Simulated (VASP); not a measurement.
Wanted: the native input for a VASP 6.6.1 run.

- Task: single point
- Functional: PBE
- Potentials or basis: VASP PAW PBE potentials, release 64 (Pt)
- Cutoff: 520 eV
- k mesh: 10 × 10 × 1
- Occupations: fermi-dirac, width 0.05 eV
- Spin: no spin polarisation
- Hubbard terms: Pt d U = 3 eV
- Dipole correction: yes
- Further INCAR settings: ALGO = Normal; EDIFF = 1e-07

The structure of Pt lies in POSCAR:

```
Pt
1.0
    2.5230800000      0.0000000000      0.0000000000
    0.0000000000      2.5230800000      0.0000000000
    0.0000000000      0.0000000000     23.8000000000
Pt
1
Direct
    0.0000000000      0.0000000000      0.2941200000
```

The cell was built by a generator and needn't be a form met in nature.

The input as run:

INCAR

```
SYSTEM = Pt
ALGO     = Normal         ! electronic algorithm
DIPOL    = 0.5 0.5 0.294
EDIFF    = 1E-7           ! SCF threshold, eV
ENCUT    = 520            ! plane-wave cutoff, eV
GGA      = PE             ! functional
IDIPOL   = 3            
ISIF     = 2              ! what is computed and relaxed
ISMEAR   = -1             ! smearing method
LASPH    = .TRUE.         ! aspherical terms in the spheres
LCHARG   = .FALSE.        ! write CHGCAR
LDAU     = .TRUE.         ! DFT+U
LDAUJ    = 0            
LDAUL    = 2              ! shell
LDAUPRINT= 1            
LDAUTYPE = 2            
LDAUU    = 3              ! U, eV
LDIPOL   = .TRUE.       
LMAXMIX  = 4              ! l up to which the mixer works
LREAL    = .FALSE.        ! projectors in reciprocal space
LWAVE    = .FALSE.        ! write WAVECAR
NELM     = 100            ! most SCF steps
PREC     = Accurate       ! precision mode
SIGMA    = 0.05           ! smearing width, eV
```

KPOINTS

```
k-points
0
G
  10 10 1
  0 0 0
```

Potentials or basis: VASP PAW PBE potentials, release 64 (Pt).

Run with:

```bash
$ cat potpaw_PBE.64/Pt/POTCAR > POTCAR
$ mpirun -np 1 vasp_std > vasp.out
```

Results of the run:

* Band gap on the k mesh: none (metal or under the smearing width)

Caveat: U without spin polarisation on a metal has little footing; the U is typed as a test and isn't derived for this compound.

Run time: 34 s on 1 thread of AMD EPYC 7R43 64-Core Processor (Zen 3) (shared host), peak memory 0.21 GiB.
